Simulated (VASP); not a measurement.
A convergence study with VASP on Cu (fcc): a few settings are varied, all else stays as given below, so the limit is that of these other settings. The cell's lengths are 1 % over those of the tabulated start, so it is off equilibrium.

```
CELL_PARAMETERS angstrom
      0.00000     1.82305     1.82305
      1.82305     0.00000     1.82305
      1.82305     1.82305     0.00000
ATOMIC_POSITIONS crystal
  Cu 0.00000 0.00000 0.00000
```

These are PBE GGA, VASP's PBE PAW potentials (set 64) (plane waves; VASP) values and carry that method's errors. The last row used: 900 eV cut-off, 14×14×14 Γ-centred mesh, first-order Methfessel-Paxton smearing of 0.10 eV, potentials Cu_pv.

Energies of different potentials or hybrids have different zeros.

```tsv
setting	E (eV/atom)	pressure (GPa)	plane waves
ENCUT = 300, POTCAR Cu	-3.7282	-4.04	153
ENCUT = 400, POTCAR Cu	-3.7289	-2.01	229
ENCUT = 520, POTCAR Cu	-3.7278	-1.29	335
ENCUT = 700, POTCAR Cu	[?]	-1.29	532
ENCUT = 900, POTCAR Cu	-3.7277	-1.20	757
ENCUT = 300, POTCAR Cu_pv	-3.3149	-144.70	153
ENCUT = 400, POTCAR Cu_pv	-3.7562	-3.69	229
ENCUT = 520, POTCAR Cu_pv	-3.7506	-3.86	335
ENCUT = 700, POTCAR Cu_pv	[?]	[?]	532
ENCUT = 900, POTCAR Cu_pv	-3.7495	-1.74	757
```

Problem. Fill in the missing entries.

Solution. 
- ENCUT = 700, POTCAR Cu_pv, E (eV/atom): -3.7501
- ENCUT = 700, POTCAR Cu_pv, pressure (GPa): -1.69
- ENCUT = 700, POTCAR Cu, E (eV/atom): -3.7275

Left out are rungs that failed or repeat a setting and relaxations that didn't move; long series are thinned to 24 rows.

The compound is Cu in the fcc structure. The cell was not relaxed at this level.
